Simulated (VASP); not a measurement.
Output of a VASP run:

### OUTCAR
```
 ion  position               nearest neighbor table
   1  0.333  0.667  0.250-   4 2.39   5 2.39   4 2.39   5 2.39   4 2.39   5 2.39
   2  0.667  0.333  0.750-   3 2.39   6 2.39   3 2.39   6 2.39   3 2.39   6 2.39
   3  0.333  0.667  0.877-   2 2.39   2 2.39   2 2.39
   4  0.667  0.333  0.377-   1 2.39   1 2.39   1 2.39
   5  0.667  0.333  0.123-   1 2.39   1 2.39   1 2.39
   6  0.333  0.667  0.623-   2 2.39   2 2.39   2 2.39
  LATTYP: Found a hexagonal cell.
 ALAT       =     3.1444689948
 C/A-ratio  =     3.8959567466
 Subroutine PRICEL returns:
 Original cell was already a primitive cell.
 Subroutine GETGRP returns: Found 24 space group operations
The static configuration has the point symmetry D_3d.
 The point group associated with its full space group is D_6h.
The dynamic configuration has the point symmetry D_3d.
 Subroutine INISYM returns: Found 24 space group operations
 Subroutine IBZKPT returns following result:
 Found     16 irreducible k-points:

 Following reciprocal coordinates:
            Coordinates               Weight
  0.000000  0.000000  0.000000      1.000000
  0.142857 -0.000000  0.000000      6.000000
  0.285714 -0.000000  0.000000      6.000000
  0.428571  0.000000  0.000000      6.000000
  0.142857  0.142857  0.000000      6.000000
  0.285714  0.142857  0.000000     12.000000
  0.428571  0.142857  0.000000      6.000000
  0.285714  0.285714  0.000000      6.000000
  0.000000  0.000000  0.500000      1.000000
  0.142857 -0.000000  0.500000      6.000000
  0.285714 -0.000000  0.500000      6.000000
  0.428571  0.000000  0.500000      6.000000
  0.142857  0.142857  0.500000      6.000000
  0.285714  0.142857  0.500000     12.000000
  0.428571  0.142857  0.500000      6.000000
  0.285714  0.285714  0.500000      6.000000
   k-points           NKPTS =     16   k-points in BZ     NKDIM =     16   number of bands    NBANDS=     31
   number of dos      NEDOS =    301   number of ions     NIONS =      6
   total plane-waves  NPLWV =  55296
   dimension x,y,z NGX =    24 NGY =   24 NGZ =   96
   dimension x,y,z NGXF=    48 NGYF=   48 NGZF=  192
   ions per type =               2   4
   PREC   = accura    normal or accurate (medium, high low for compatibility)
   ISTART =      0    job   : 0-new  1-cont  2-samecut
   ICHARG =      2    charge: 1-file 2-atom 10-const
   ISPIN  =      1    spin polarized calculation?
   LNONCOLLINEAR =      F non collinear calculations
   LSORBIT =      F    spin-orbit coupling
   INIWAV =      1    electr: 0-lowe 1-rand  2-diag
   ENCUT  =  520.0 eV  38.22 Ry    6.18 a.u.   5.85  5.85 22.78*2*pi/ulx,y,z
   NELM   =    100;   NELMIN=  2; NELMDL= -5     # of ELM steps
   EDIFF  = 0.1E-05   stopping-criterion for ELM
   LREAL  =      F    real-space projection
   NLSPLINE    = F    spline interpolate recip. space projectors
   LMAXMIX     =    4 max onsite mixed and CHGCAR
   VOSKOWN=      0    Vosko Wilk Nusair interpolation
   EDIFFG = -.2E-01   stopping-criterion for IOM
   NSW    =     60    number of steps for IOM
   NBLOCK =      1;   KBLOCK =     60    inner block; outer block
   IBRION =      2    ionic relax: 0-MD 1-quasi-New 2-CG
   NFREE  =      1    steps in history (QN), initial steepest desc. (CG)
   ISIF   =      3    stress and relaxation
   ISYM   =      2    0-nonsym 1-usesym 2-fastsym
   TEIN   =    0.0    initial temperature
   TEBEG  =    0.0;   TEEND  =   0.0 temperature during run
   SMASS  =  -3.00    Nose mass-parameter (am)
   PSTRESS=    0.0 pullay stress
   NELECT =      52.0000    total number of electrons
   EFERMI =   0.00;   METHOD = LEGACY
   ISMEAR =     0;   SIGMA  =   0.05  broadening in eV -4-tet -1-fermi 0-gaus
   IALGO  =     38    algorithm
   LDIAG  =      T    sub-space diagonalisation (order eigenvalues)
   IMIX   =      4    mixing-type and parameters
     AMIX     =   0.40;   BMIX     =  1.00
     AMIX_MAG =   1.60;   BMIX_MAG =  1.00
     AMIN     =   0.10
   GGA     = MK    functional components
   VOSKOWN =     0    Vosko Wilk Nusair interpolation
...
```

### OSZICAR
```
...
   1 F= -.33571492E+02 E0= -.33571492E+02  d E =-.335715E+02
       N       E                     dE             d eps       ncg     rms          rms(c)
DAV:   1    -0.349251424288E+02   -0.13537E+01   -0.35673E+01  1006   0.478E+01    0.120E+01
DAV:   2    -0.339916589518E+02    0.93348E+00   -0.10684E+01  1118   0.203E+01    0.476E+00
DAV:   3    -0.335655795409E+02    0.42608E+00   -0.31010E+00  1102   0.756E+00    0.297E+00
DAV:   4    -0.335112677887E+02    0.54312E-01   -0.28071E-01  1022   0.325E+00    0.817E-01
DAV:   5    -0.335047435979E+02    0.65242E-02   -0.83091E-02  1152   0.151E+00    0.532E-01
DAV:   6    -0.335047881477E+02   -0.44550E-04   -0.58085E-03  1205   0.444E-01    0.279E-01
DAV:   7    -0.335048005001E+02   -0.12352E-04   -0.13123E-03  1132   0.207E-01    0.156E-01
DAV:   8    -0.335047831827E+02    0.17317E-04   -0.16578E-04  1311   0.620E-02    0.588E-02
DAV:   9    -0.335047841856E+02   -0.10028E-05   -0.20660E-05  1146   0.247E-02    0.297E-02
DAV:  10    -0.335047841894E+02   -0.38372E-08   -0.28673E-07   783   0.356E-03
   2 F= -.33504784E+02 E0= -.33504784E+02  d E =0.667074E-01
       N       E                     dE             d eps       ncg     rms          rms(c)
DAV:   1    -0.341916305400E+02   -0.68685E+00   -0.15622E+01  1020   0.312E+01    0.957E+00
DAV:   2    -0.337216749476E+02    0.46996E+00   -0.31462E+00  1110   0.116E+01    0.257E+00
DAV:   3    -0.336206981578E+02    0.10098E+00   -0.81762E-01  1075   0.392E+00    0.158E+00
DAV:   4    -0.335952395788E+02    0.25459E-01   -0.11823E-01  1059   0.215E+00    0.519E-01
DAV:   5    -0.335950607250E+02    0.17885E-03   -0.26164E-02  1256   0.885E-01    0.647E-01
DAV:   6    -0.335944131997E+02    0.64753E-03   -0.59266E-03  1169   0.362E-01    0.194E-01
DAV:   7    -0.335944323163E+02   -0.19117E-04   -0.11589E-03  1137   0.217E-01    0.655E-02
DAV:   8    -0.335944159724E+02    0.16344E-04   -0.39856E-05  1220   0.427E-02    0.508E-02
DAV:   9    -0.335944116902E+02    0.42822E-05   -0.21783E-05  1199   0.249E-02    0.932E-03
DAV:  10    -0.335944108750E+02    0.81529E-06   -0.30742E-06   997   0.895E-03
   3 F= -.33594411E+02 E0= -.33594411E+02  d E =-.229193E-01
       N       E                     dE             d eps       ncg     rms          rms(c)
DAV:   1    -0.335944760818E+02   -0.64392E-04   -0.15810E-03  1041   0.317E-01    0.948E-02
DAV:   2    -0.335944290025E+02    0.47079E-04   -0.37304E-04  1167   0.125E-01    0.288E-02
DAV:   3    -0.335944168282E+02    0.12174E-04   -0.10253E-04  1108   0.440E-02    0.172E-02
DAV:   4    -0.335944143552E+02    0.24731E-05   -0.13020E-05  1137   0.227E-02    0.445E-03
DAV:   5    -0.335944147384E+02   -0.38323E-06   -0.25570E-06   922   0.869E-03
   4 F= -.33594415E+02 E0= -.33594415E+02  d E =-.229231E-01
       N       E                     dE             d eps       ncg     rms          rms(c)
DAV:   1    -0.335993656267E+02   -0.49513E-02   -0.16507E-01   992   0.291E+00    0.526E-01
DAV:   2    -0.335959049334E+02    0.34607E-02   -0.10387E-02  1083   0.622E-01    0.169E-01
DAV:   3    -0.335952980796E+02    0.60685E-03   -0.17076E-03  1147   0.244E-01    0.107E-01
DAV:   4    -0.335952203987E+02    0.77681E-04   -0.12865E-04  1226   0.650E-02    0.512E-02
DAV:   5    -0.335951989936E+02    0.21405E-04   -0.74260E-05  1112   0.480E-02    0.255E-02
DAV:   6    -0.335951984195E+02    0.57414E-06   -0.48668E-06  1065   0.136E-02
   5 F= -.33595198E+02 E0= -.33595198E+02  d E =-.783681E-03
```

**OUTCAR**
```
------------------------ aborting loop because EDIFF is reached ----------------------------------------
  FORCE on cell =-STRESS in cart. coord.  units (eV):
  Direction    XX          YY          ZZ          XY          YZ          ZX
  --------------------------------------------------------------------------------------
  Total        0.0246292      0.0246292      0.0565431      0.0000000      0.0000000     -0.0000000
  in kB        0.3689646      0.3689645      0.8470604      0.0000000      0.0000000     -0.0000000
  external PRESSURE =       0.5283298 kB  Pullay stress =       0.0000000 kB
  volume of cell :      106.95
      direct lattice vectors                 reciprocal lattice vectors
     1.583825109 -2.743265281  0.000000000     0.315691421 -0.182264546 -0.000000000
     1.583825109  2.743265281  0.000000000     0.315691421  0.182264546 -0.000000000
     0.000000000  0.000000000 12.307528348    -0.000000000  0.000000000  0.081251082
 POSITION                                       TOTAL-FORCE (eV/Angst)
 -----------------------------------------------------------------------------------
      1.58383      0.91442      3.07688        -0.000000      0.000000      0.000000
      1.58383     -0.91442      9.23065        -0.000000     -0.000000      0.000000
      1.58383      0.91442     10.79940         0.000000     -0.000000     -0.006649
      1.58383     -0.91442      4.64564         0.000000      0.000000     -0.006649
      1.58383     -0.91442      1.50813         0.000000      0.000000      0.006649
      1.58383      0.91442      7.66189         0.000000     -0.000000      0.006649
 -----------------------------------------------------------------------------------
    total drift:                                0.000000      0.001609     -0.000028
  FREE ENERGIE OF THE ION-ELECTRON SYSTEM (eV)
  ---------------------------------------------------
  free  energy   TOTEN  =       -33.5951984195 eV

  energy  without entropy=      -33.5951984195  energy(sigma->0) =      -33.59519842

 reached required accuracy - stopping structural energy minimisation
```
(Selected blocks of OUTCAR.)

**POSCAR**
```
MoS2
1
    1.5722346151    -2.7231899629    -0.0000000000
    1.5722346151     2.7231899629    -0.0000000000
   -0.0000000000     0.0000000000    12.2507151946
Mo S
2 4
Direct
  0.3333330000   0.6666670000   0.2500000000
  0.6666670000   0.3333330000   0.7500000000
  0.3333330000   0.6666670000   0.8771619694
  0.6666670000   0.3333330000   0.3771619694
  0.6666670000   0.3333330000   0.1228380306
  0.3333330000   0.6666670000   0.6228380306
```

Q: Write an INCAR and KPOINTS that could have produced this output.

A: Several could match; the one computed here: the input of the run itself, rev-vdW-DF2, plane waves, VASP's PBE PAW potentials (set 64).

### KPOINTS
```
Automatic mesh
0
Gamma
7 7 2
0 0 0
```

**INCAR**
```
# general
SYSTEM   = MoS2
PREC     = Accurate
ENCUT    = 520
LREAL    = F
LASPH    = T

# electronic loop
EDIFF    = 1E-6
NELM     = 100
ALGO     = Normal
LMAXMIX  = 4

# smearing
ISMEAR   = 0
SIGMA    = 0.05

# functional
GGA      = MK
LUSE_VDW = T
AGGAC    = 0.0
PARAM1   = 0.1234568
PARAM2   = 0.7114
ZAB_VDW  = -1.8867

# ions
IBRION   = 2
NSW      = 60
ISIF     = 3
EDIFFG   = -0.02

# output
LWAVE    = F
LCHARG   = F
```

POTCAR, in this order: Mo_sv S (PBE.64 set). Program: vasp_std.

The compound is MoS2 in the 2H layered structure. This run relaxes it. Symmetry was kept, so distortions that lower it aren't found. The start is the result of an earlier pass.
